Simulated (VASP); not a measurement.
LuAl3N4:

```
Lu Al N
1.0
     3.79831    0.00000    0.00000
    -1.89915    3.28943    0.00000
     0.00000    0.00000    8.55614
Lu Al N
1 3 4
Direct
  0.00000 0.00000 0.50000
  0.33333 0.66667 0.00000
  0.66667 0.33333 0.00000
  0.00000 0.00000 0.00000
  0.33333 0.66667 0.50000
  0.66667 0.33333 0.50000
  0.00000 0.00000 0.21503
  0.00000 0.00000 0.78497
```

The cell was built by a generator and needn't be a form met in nature.

```yaml
Program: VASP 6.6.1
Task: relaxation of cell and atoms
Functional: PBE
Potentials_or_basis: VASP PAW PBE potentials, release 64 (Lu, Al, N)
Cutoff: 520 eV
k_mesh: 4 × 4 × 2
Occupations: gaussian, width 0.15 eV
Spin: no spin polarisation
```

At the start: pressure 34.5 GPa; volume 13.36 Å³/atom.

Task: How do energy, volume and symmetry change on relaxing?

Result: Over 14 steps the energy falls by 675.1 meV/atom and the volume is 16.64 Å³/atom (+24.5 %); space group P6/mmm (No. 191, to 0.05 Å).

The path:
```
step  energy change (eV)  largest force (eV/Å)  pressure (GPa)  volume (Å³)
   1              0.0000                1.2851           34.54       106.90
   2              9.3525                4.3785          -13.74       154.10
   3             -3.6109                1.4762           -4.09       139.00
   4             -4.8300                0.8006           -1.12       135.71
   5             -5.1938                0.1128           -0.82       133.87
   6             -5.3929                0.0236           -0.23       133.83
   7             -5.3980                0.2944           -0.10       133.54
   8             -5.3982                0.2796           -0.09       133.54
   9             -5.3983                0.2493            0.08       133.58
  10             -5.3971                0.1280            0.03       133.70
  11             -5.3982                0.2244           -0.09       133.62
  12             -5.3983                0.2415            0.15       133.59
  13             -5.3985                0.2591           -0.17       133.58
  14             -5.4004                0.0023           -0.29       133.14
```

Final structure:
```
Lu Al N
1.0
     4.37427    0.00000    0.00000
    -2.18714    3.78823    0.00000
     0.00000    0.00000    8.03437
Lu Al N
1 3 4
Cartesian
  0.0000 0.0000 4.0172
  0.0000 2.5255 8.0344
  2.1871 1.2627 8.0344
  0.0000 0.0000 8.0344
  0.0000 2.5255 4.0172
  2.1871 1.2627 4.0172
  -2.1871 3.7882 1.7368
  0.0000 0.0000 6.2975
```

Caveat: the k mesh is coarse (spacing up to 0.48 Å⁻¹), so the values aren't converged; the volume moved by over 15 % at a fixed basis, so the end points are rough.
